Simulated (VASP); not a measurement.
# AlN: quasiparticle gap under strain, part 4 of 5

Wanted: the deformation potential of the gap of AlN, from G0W0. The cell is of the wurtzite type, one of the forms listed for this formula, which need not be the common one. The start is a cell from a database of measured crystal structures.

VASP 6.6.1, plane waves and PAW; the level of theory is named at each step.

So far, quasiparticle gap on the mesh (eV): step 5 (G0W0) 5.79. Also gap on the k-mesh (eV): step 4 (empty bands) 4.18; step 6 (ground state of a strained cell, scale 0.98) 4.59.

The database entry behind the starting cell differs from later determinations by our own check (inner coordinate u about 0.002 short), so it need not match the best structure at ambient conditions.

**8. G0W0, scale 0.98**

This step: G0W0 on PBE; plane waves and PAW (Al_GW, N_GW) (VASP 6.6.1).

G0W0 on the strained cell, with unchanged settings.

INCAR reads:

```
SYSTEM = AlN
PREC = Accurate
ENCUT = 450
ISMEAR = 0
SIGMA = 0.01
LREAL = .FALSE.
GGA = PE
NBANDS = 176
ALGO = EVGW0
NELMGW = 1
ENCUTGW = 150
NOMEGA = 48
PRECFOCK = Fast
NBANDSGW = 16
LWAVE = .FALSE.
LCHARG = .FALSE.
```

POSCAR reads:

```
AlN
1.0
    3.0507400000      0.0000000000      0.0000000000
   -1.5253700000      2.6420183404      0.0000000000
    0.0000000000      0.0000000000      4.9810000000
Al N
2 2
Direct
    0.6666666667      0.3333333333      0.4990015937
    0.3333333333      0.6666666667      0.9990015937
    0.6666666667      0.3333333333      0.8809984063
    0.3333333333      0.6666666667      0.3809984063
```

KPOINTS reads:

```
Automatic mesh
0
Gamma
6 6 4
0 0 0
```

PAW data sets: Al_GW and N_GW (PBE family, release 64).

On the command line:

```sh
> mpirun -np 8 vasp_std
```

Output:

```text
[banner, memory and clock lines left out]
running    8 mpi-ranks, on    1 nodes
[...]
[... a notice as in an earlier step ...]

 [... a notice as in an earlier step ...]

 LDA part: xc-table for (Slater+PW92), standard interpolation
 found WAVECAR, reading the header
 POSCAR, INCAR and KPOINTS ok, starting setup
[...]
reading WAVECAR
 the WAVECAR file was read successfully
 initial charge from wavefunction
 available memory per node:    124.49 GB, setting MAXMEM to    127473

 The Fermi energy was updated, please check that it is located mid-gap
 values below the HOMO (VB) or above the LUMO (CB) will cause erroneous energies
 E-fermi :   7.7130

 calculate exact exchange contribution
 the WAVEDER file was read successfully
energies w=
    0.000    0.000    0.811    0.000    1.618    0.000    2.419    0.000
    3.211    0.000    3.992    0.000    4.760    0.000    5.514    0.000
    6.254    0.000    6.980    0.000    7.694    0.000    8.395    0.000
[...]
total number of BLAS operations       2904.25 Gflops
NQ=  17    0.3333   -0.0000    0.5000,
|.........|.........|.........|.........|.........|.........|.........|.........
 performed      14106000 updates of chi_q(r,r)
 total number of BLAS operations       3106.10 Gflops
NQ=  18    0.5000    0.0000    0.5000,
|.........|.........|.........|.........|.........|.........|.........|.........
 performed      14797000 updates of chi_q(r,r)
 total number of BLAS operations       3269.68 Gflops
NQ=  19    0.1667    0.1667    0.5000,
|.........|.........|.........|.........|.........|.........|.........|.........
 performed      15724000 updates of chi_q(r,r)
 total number of BLAS operations       3479.16 Gflops
NQ=  20    0.3333    0.1667    0.5000,
|.........|.........|.........|.........|.........|.........|.........|.........
 performed      16786000 updates of chi_q(r,r)
 total number of BLAS operations       3724.91 Gflops
NQ=  21    0.3333    0.3333    0.5000,
|.........|.........|.........|.........|.........|.........|.........|.........
 performed      17387000 updates of chi_q(r,r)
 total number of BLAS operations       3851.11 Gflops
 resolving degeneracies of screened two electron integrals

 calculate QP shifts <psi_nk| G(iteration)W_0 |psi_nk>: iteration 1
 entering main loop
```

The job ended after 86 s (8 MPI ranks of Intel Xeon 6975P-C (Granite Rapids), shared host; peak memory 1.9 GiB).

Parts of OUTCAR (step 8):

```text
 QP shifts <psi_nk| G(iteration)W_0 |psi_nk>: iteration 1
 for sc-GW calculations column KS-energies equals QP-energies in previous step
 and V_xc(KS)=  KS-energies - (<T + V_ion + V_H > + <T+V_H+V_ion>^1  + <V_x>^1)
 k-point   1 :       0.0000    0.0000    0.0000
  band No.  KS-energies  QP-energies   sigma(KS)   V_xc(KS)     V^pw_x(r,r')   Z            occupation Imag(sigma)
    ...
      5       4.6751       3.6791     -17.7744     -16.4934     -20.8324       0.7775       2.0000       0.0986
      6       5.2826       4.3697     -18.0830     -16.9163     -21.0037       0.7825       2.0000       0.0935
      7       5.2826       4.3697     -18.0830     -16.9163     -21.0037       0.7825       2.0000       0.0935
      8       5.4172       4.5596     -17.9942     -16.8978     -20.8084       0.7822       2.0000       0.0917
      9      10.0088      10.7830     -11.6821     -12.6330      -7.8754       0.8143       0.0000      -0.0687
     10      12.6832      13.5590     -10.1183     -11.1858      -5.7982       0.8205       0.0000      -0.0828
     11      16.3205      17.5152     -12.5521     -14.1302      -7.1461       0.7571       0.0000      -0.1634
     12      17.1062      18.0037      -8.9479     -10.0605      -4.0258       0.8067       0.0000      -0.1298
    ...

[... 2 parts as in an earlier step ...]

[... 1 further part left out ...]
[key lines of the parts left out:]
E-fermi :   7.7130
```

The gap is now 6.223 eV, +434 meV against the unstrained cell.

**9. Ground state of a strained cell, scale 0.99**

This step: PBE; plane waves and PAW (Al_GW, N_GW) (VASP 6.6.1).

The two in-plane lattice vectors are scaled by 0.99, at the same cutoff, mesh and band count, and the chain is run again.

INCAR reads:

```
SYSTEM = AlN
PREC = Accurate
ENCUT = 450
EDIFF = 1E-08
NELM = 100
ISMEAR = 0
SIGMA = 0.01
LREAL = .FALSE.
ALGO = Normal
GGA = PE
NBANDS = 14
LORBIT = 11
LWAVE = .TRUE.
LCHARG = .FALSE.
KPAR = 8
```

POSCAR, as its differences from that of step 8:

```diff
@@ -2,4 +2,4 @@
 1.0
-    3.0507400000      0.0000000000      0.0000000000
-   -1.5253700000      2.6420183404      0.0000000000
+    3.0818700000      0.0000000000      0.0000000000
+   -1.5409350000      2.6689777112      0.0000000000
     0.0000000000      0.0000000000      4.9810000000
```

KPOINTS is that of step 8.

On the command line:

```sh
> mpirun -np 8 vasp_std
```

Output:

```text
[... set-up lines as in an earlier step ...]
 entering main loop
       N       E                     dE             d eps       ncg     rms          rms(c)
DAV:   1     0.532624992167E+02    0.53262E+02   -0.68813E+03   588   0.926E+02
DAV:   2    -0.306342444483E+02   -0.83897E+02   -0.75801E+02   950   0.254E+02
DAV:   3    -0.345206309562E+02   -0.38864E+01   -0.38641E+01   822   0.482E+01
DAV:   4    -0.345690128596E+02   -0.48382E-01   -0.48371E-01   684   0.707E+00
[...]
DAV:  13    -0.297840480291E+02    0.10282E-05   -0.47330E-06   910   0.216E-02    0.829E-04
DAV:  14    -0.297840480643E+02   -0.35186E-07   -0.15978E-07   720   0.352E-03    0.547E-04
DAV:  15    -0.297840480725E+02   -0.81872E-08   -0.50860E-09   636   0.870E-04
   1 F= -.29784048E+02 E0= -.29784048E+02  d E =-.873040E-35
 writing wavefunctions
```

Run time: 2.6 s. Hardware: 8 MPI ranks; peak memory 1.2 GiB; 13 s of CPU time.

From OUTCAR (step 9):

```text
  Total        1.8143820      1.8143820      0.7046325      0.0000000      0.0000000     -0.0000000
  in kB       70.9518137     70.9518137     27.5548132      0.0000000      0.0000000     -0.0000000
  external PRESSURE =      56.4861469 kB  Pullay stress =       0.0000000 kB

 POSITION                                       TOTAL-FORCE (eV/Angst)
 -----------------------------------------------------------------------------------
      1.54094      0.88966      2.48553         0.000000      0.000000      0.116946
     -0.00000      1.77932      4.97603         0.000000     -0.000000      0.116946
      1.54094      0.88966      4.38825         0.000000      0.000000     -0.116946
     -0.00000      1.77932      1.89775        -0.000000      0.000000     -0.116946
 -----------------------------------------------------------------------------------
    total drift:                               -0.000000     -0.000000      0.000094

  FREE ENERGIE OF THE ION-ELECTRON SYSTEM (eV)
  ---------------------------------------------------
  free  energy   TOTEN  =       -29.7840480725 eV

  energy  without entropy=      -29.7840480725  energy(sigma->0) =      -29.78404807

[... 1 part as in an earlier step ...]

[... 2 further parts left out ...]
[key lines of the parts left out:]
E-fermi :   5.3622
```

The run ends at a pressure of 5.65 GPa, with forces up to 0.12 eV/Å.

**10. Empty bands, scale 0.99**

The empty bands are made again, for the run that follows.

INCAR reads:

```
SYSTEM = AlN
PREC = Accurate
ENCUT = 450
ISMEAR = 0
SIGMA = 0.01
LREAL = .FALSE.
GGA = PE
NBANDS = 176
ALGO = Exact
NELM = 1
LWAVE = .TRUE.
LCHARG = .FALSE.
LOPTICS = .TRUE.
NEDOS = 1000
CSHIFT = 0.1
```

POSCAR is that of step 9.

KPOINTS is that of step 9.

On the command line:

```sh
> mpirun -np 8 vasp_std
```

Output:

```text
[... set-up lines as in an earlier step ...]
 entering main loop
       N       E                     dE             d eps       ncg     rms          rms(c)
DIA:   1    -0.297840480750E+02   -0.29784E+02    0.00000E+00     0   0.000E+00
   1 F= -.29784048E+02 E0= -.29784048E+02  d E =-.560018E-89
 writing wavefunctions
 optical routines
 imaginary and real dielectric function
 recalculating local potential from charge density
 direction            1
 direction            2
 direction            3
```

Run time: 7.2 s. Hardware: 8 MPI ranks; peak memory 1.4 GiB.

Parts of OUTCAR (step 10):

```text
  Total        1.8129062      1.8129062      0.7031487      0.0000000      0.0000000      0.0000000
  in kB       70.8941043     70.8941043     27.4967890      0.0000000      0.0000000      0.0000000
  external PRESSURE =      56.4283325 kB  Pullay stress =       0.0000000 kB

 POSITION                                       TOTAL-FORCE (eV/Angst)
 -----------------------------------------------------------------------------------
      1.54094      0.88966      2.48553         0.000000      0.000000      0.116949
     -0.00000      1.77932      4.97603        -0.000000     -0.000000      0.116949
      1.54094      0.88966      4.38825        -0.000000     -0.000000     -0.116949
     -0.00000      1.77932      1.89775         0.000000      0.000000     -0.116949
 -----------------------------------------------------------------------------------
    total drift:                               -0.000000     -0.000000      0.000105

  FREE ENERGIE OF THE ION-ELECTRON SYSTEM (eV)
  ---------------------------------------------------
  free  energy   TOTEN  =       -29.7840480750 eV

  energy  without entropy=      -29.7840480750  energy(sigma->0) =      -29.78404807

[... 2 parts as in an earlier step ...]

[... 1 further part left out ...]
[key lines of the parts left out:]
E-fermi :   5.4181
```

**11. G0W0, scale 0.99**

This step: G0W0 on PBE; plane waves and PAW (Al_GW, N_GW) (VASP 6.6.1).

INCAR reads:

```
SYSTEM = AlN
PREC = Accurate
ENCUT = 450
ISMEAR = 0
SIGMA = 0.01
LREAL = .FALSE.
GGA = PE
NBANDS = 176
ALGO = EVGW0
NELMGW = 1
ENCUTGW = 150
NOMEGA = 48
PRECFOCK = Fast
NBANDSGW = 16
LWAVE = .FALSE.
LCHARG = .FALSE.
```

POSCAR is that of step 10.

KPOINTS is that of step 10.

On the command line:

```sh
> mpirun -np 8 vasp_std
```

Output:

```text
[banner, memory and clock lines left out]
running    8 mpi-ranks, on    1 nodes
[...]
[... a notice as in an earlier step ...]

 [... a notice as in an earlier step ...]

 LDA part: xc-table for (Slater+PW92), standard interpolation
 found WAVECAR, reading the header
 POSCAR, INCAR and KPOINTS ok, starting setup
[...]
reading WAVECAR
 the WAVECAR file was read successfully
 initial charge from wavefunction
 available memory per node:    123.66 GB, setting MAXMEM to    126630

 The Fermi energy was updated, please check that it is located mid-gap
 values below the HOMO (VB) or above the LUMO (CB) will cause erroneous energies
 E-fermi :   7.4713

 calculate exact exchange contribution
 the WAVEDER file was read successfully
energies w=
    0.000    0.000    0.806    0.000    1.608    0.000    2.404    0.000
    3.191    0.000    3.966    0.000    4.729    0.000    5.479    0.000
    6.214    0.000    6.936    0.000    7.645    0.000    8.342    0.000
[...]
total number of BLAS operations       3057.55 Gflops
NQ=  17    0.3333    0.0000    0.5000,
|.........|.........|.........|.........|.........|.........|.........|.........
 performed      14106000 updates of chi_q(r,r)
 total number of BLAS operations       3259.40 Gflops
NQ=  18    0.5000    0.0000    0.5000,
|.........|.........|.........|.........|.........|.........|.........|.........
 performed      14797000 updates of chi_q(r,r)
 total number of BLAS operations       3438.56 Gflops
NQ=  19    0.1667    0.1667    0.5000,
|.........|.........|.........|.........|.........|.........|.........|.........
 performed      15724000 updates of chi_q(r,r)
 total number of BLAS operations       3658.13 Gflops
NQ=  20    0.3333    0.1667    0.5000,
|.........|.........|.........|.........|.........|.........|.........|.........
 performed      16786000 updates of chi_q(r,r)
 total number of BLAS operations       3903.88 Gflops
NQ=  21    0.3333    0.3333    0.5000,
|.........|.........|.........|.........|.........|.........|.........|.........
 performed      17387000 updates of chi_q(r,r)
 total number of BLAS operations       4049.47 Gflops
 resolving degeneracies of screened two electron integrals

 calculate QP shifts <psi_nk| G(iteration)W_0 |psi_nk>: iteration 1
 entering main loop
```

It took 99 s on 8 MPI ranks; peak memory 1.9 GiB.

Parts of OUTCAR (step 11):

```text
 QP shifts <psi_nk| G(iteration)W_0 |psi_nk>: iteration 1
 for sc-GW calculations column KS-energies equals QP-energies in previous step
 and V_xc(KS)=  KS-energies - (<T + V_ion + V_H > + <T+V_H+V_ion>^1  + <V_x>^1)
 k-point   1 :       0.0000    0.0000    0.0000
  band No.  KS-energies  QP-energies   sigma(KS)   V_xc(KS)     V^pw_x(r,r')   Z            occupation Imag(sigma)
    ...
      5       4.4615       3.4771     -17.6673     -16.3988     -20.7051       0.7760       2.0000       0.0982
      6       5.0945       4.1957     -17.9940     -16.8434     -20.8873       0.7812       2.0000       0.0929
      7       5.0945       4.1957     -17.9940     -16.8434     -20.8873       0.7812       2.0000       0.0929
      8       5.2783       4.4397     -17.9626     -16.8872     -20.7818       0.7799       2.0000       0.0913
      9       9.6643      10.4283     -11.6278     -12.5671      -7.8645       0.8133       0.0000      -0.0682
     10      12.2202      13.0791     -10.0270     -11.0754      -5.7485       0.8192       0.0000      -0.0824
     11      16.0271      17.2050     -12.4887     -14.0468      -7.1112       0.7559       0.0000      -0.1627
     12      16.6778      17.5588      -8.8830      -9.9767      -3.9833       0.8055       0.0000      -0.1284
    ...

[... 2 parts as in an earlier step ...]

[... 1 further part left out ...]
[key lines of the parts left out:]
E-fermi :   7.4713
```

The gap is now 5.989 eV, +199 meV against the unstrained cell.

**12. Ground state of a strained cell, scale 1.01**

This step: PBE; plane waves and PAW (Al_GW, N_GW) (VASP 6.6.1).

The two in-plane lattice vectors are scaled by 1.01, at the same cutoff, mesh and band count, and the chain is run again.

INCAR reads:

```
SYSTEM = AlN
PREC = Accurate
ENCUT = 450
EDIFF = 1E-08
NELM = 100
ISMEAR = 0
SIGMA = 0.01
LREAL = .FALSE.
ALGO = Normal
GGA = PE
NBANDS = 14
LORBIT = 11
LWAVE = .TRUE.
LCHARG = .FALSE.
KPAR = 8
```

POSCAR, as its differences from that of step 11:

```diff
@@ -2,4 +2,4 @@
 1.0
-    3.0818700000      0.0000000000      0.0000000000
-   -1.5409350000      2.6689777112      0.0000000000
+    3.1441300000      0.0000000000      0.0000000000
+   -1.5720650000      2.7228964528      0.0000000000
     0.0000000000      0.0000000000      4.9810000000
```

KPOINTS is that of step 11.

On the command line:

```sh
> mpirun -np 8 vasp_std
```

Output:

```text
[... set-up lines as in an earlier step ...]
 entering main loop
       N       E                     dE             d eps       ncg     rms          rms(c)
DAV:   1     0.505445344808E+02    0.50545E+02   -0.67856E+03   588   0.917E+02
DAV:   2    -0.302918646191E+02   -0.80836E+02   -0.74113E+02   922   0.246E+02
DAV:   3    -0.343958677527E+02   -0.41040E+01   -0.40817E+01   798   0.492E+01
DAV:   4    -0.344490737527E+02   -0.53206E-01   -0.53192E-01   702   0.736E+00
[...]
DAV:  13    -0.298187464211E+02    0.12607E-05   -0.64874E-06   978   0.259E-02    0.996E-04
DAV:  14    -0.298187464217E+02   -0.63130E-09   -0.26906E-07   732   0.521E-03    0.245E-04
DAV:  15    -0.298187464259E+02   -0.42143E-08   -0.15202E-08   674   0.132E-03
   1 F= -.29818746E+02 E0= -.29818746E+02  d E =-.436809E-13
 writing wavefunctions
```

Elapsed: 2.8 s, on 8 MPI ranks; peak memory 1.2 GiB.

OUTCAR, selected parts (step 12):

```text
  Total       -1.1008972     -1.1008972      0.0303442      0.0000000      0.0000000      0.0000000
  in kB      -41.3627305    -41.3627305      1.1400871      0.0000000      0.0000000      0.0000000
  external PRESSURE =     -27.1951246 kB  Pullay stress =       0.0000000 kB

 POSITION                                       TOTAL-FORCE (eV/Angst)
 -----------------------------------------------------------------------------------
      1.57207      0.90763      2.48553         0.000000     -0.000000     -0.103070
     -0.00000      1.81526      4.97603         0.000000      0.000000     -0.103070
      1.57207      0.90763      4.38825        -0.000000     -0.000000      0.103070
     -0.00000      1.81526      1.89775         0.000000      0.000000      0.103070
 -----------------------------------------------------------------------------------
    total drift:                                0.000000      0.000000      0.000389

  FREE ENERGIE OF THE ION-ELECTRON SYSTEM (eV)
  ---------------------------------------------------
  free  energy   TOTEN  =       -29.8187464259 eV

  energy  without entropy=      -29.8187464259  energy(sigma->0) =      -29.81874643

[... 1 part as in an earlier step ...]

[... 2 further parts left out ...]
[key lines of the parts left out:]
E-fermi :   5.0416
```

The run ends at a pressure of -2.72 GPa, with forces up to 0.10 eV/Å.

**13. Empty bands, scale 1.01**

The empty bands are made again, for the run that follows.

INCAR reads:

```
SYSTEM = AlN
PREC = Accurate
ENCUT = 450
ISMEAR = 0
SIGMA = 0.01
LREAL = .FALSE.
GGA = PE
NBANDS = 176
ALGO = Exact
NELM = 1
LWAVE = .TRUE.
LCHARG = .FALSE.
LOPTICS = .TRUE.
NEDOS = 1000
CSHIFT = 0.1
```

POSCAR is that of step 12.

KPOINTS is that of step 12.

On the command line:

```sh
> mpirun -np 8 vasp_std
```

Output:

```text
[... set-up lines as in an earlier step ...]
 entering main loop
       N       E                     dE             d eps       ncg     rms          rms(c)
DIA:   1    -0.298187464338E+02   -0.29819E+02    0.00000E+00     0   0.000E+00
   1 F= -.29818746E+02 E0= -.29818746E+02  d E =-.384785E-14
 writing wavefunctions
 optical routines
 imaginary and real dielectric function
 recalculating local potential from charge density
 direction            1
 direction            2
 direction            3
```

Elapsed: 8.2 s, on 8 MPI ranks; peak memory 1.4 GiB; 48 s of CPU time.

OUTCAR, selected parts (step 13):

```text
  Total       -1.1020507     -1.1020507      0.0292120      0.0000000      0.0000000      0.0000000
  in kB      -41.4060677    -41.4060677      1.0975466      0.0000000      0.0000000      0.0000000
  external PRESSURE =     -27.2381963 kB  Pullay stress =       0.0000000 kB

 POSITION                                       TOTAL-FORCE (eV/Angst)
 -----------------------------------------------------------------------------------
      1.57207      0.90763      2.48553         0.000000     -0.000000     -0.103076
     -0.00000      1.81526      4.97603         0.000000      0.000000     -0.103076
      1.57207      0.90763      4.38825         0.000000     -0.000000      0.103076
     -0.00000      1.81526      1.89775        -0.000000      0.000000      0.103076
 -----------------------------------------------------------------------------------
    total drift:                                0.000000      0.000000      0.000398

  FREE ENERGIE OF THE ION-ELECTRON SYSTEM (eV)
  ---------------------------------------------------
  free  energy   TOTEN  =       -29.8187464338 eV

  energy  without entropy=      -29.8187464338  energy(sigma->0) =      -29.81874643

[... 2 parts as in an earlier step ...]

[... 1 further part left out ...]
[key lines of the parts left out:]
E-fermi :   5.0443
```

(Continued in part 5 of 5.)

[Lines on the potential files, build, host, timing and source positions are cut from VASP's logs without a mark.]

[Logs are printed without paths, hosts, clocks, repeated set-up lines and the standing remarks that a program may print on its own settings, such as how far it seeks lower states.]

[Hosts, paths, dates, database ids (printed as entryN), source tags and the programs' standing remarks are cut or masked in the printed files.]

[Pressures printed for these runs are not shown converged in the cutoff: they can be off by several GPa and have the wrong sign.]

[In band tables of VASP the shares of atoms and orbitals are scaled to a sum of 1 inside the atoms' spheres.]
